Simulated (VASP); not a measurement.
Here is the system:

```
CsSnI3
1.0
    6.43075     0.00000     0.00000
    0.00000     6.43075     0.00000
    0.00000     0.00000     6.43075
Cs Sn I
1 1 3
Cartesian
  0.00000   0.00000   0.00000
  3.21538   3.21538   3.21538
  3.21538   0.00000   3.21538
  0.00000   3.21538   3.21538
  3.21538   3.21538   0.00000
```

The numbers are results of vdW-DF2, VASP's PBE PAW potentials (set 64) (plane waves; VASP), not measurements. Numerical set-up: 520 eV cut-off, 4×4×4 Γ-centred mesh, Gaussian smearing of 0.050 eV, potentials Cs_sv Sn_d I.

**Question.** Give the energy at these volumes per atom, relative to the lowest: 48.86, 50.42, 51.98, 53.54, 55.10 Å³.

**Answer.** 19.2, 7.3, 1.2, 0.0, 2.9 meV/atom. A third-order Birch-Murnaghan fit gives B0 = 15.0 GPa and B0′ = 4.6.

The compound is CsSnI3 in the cubic perovskite structure, the ideal cubic form; the compound distorts at low or room temperature. It was relaxed first, which changed the volume by +11 %.
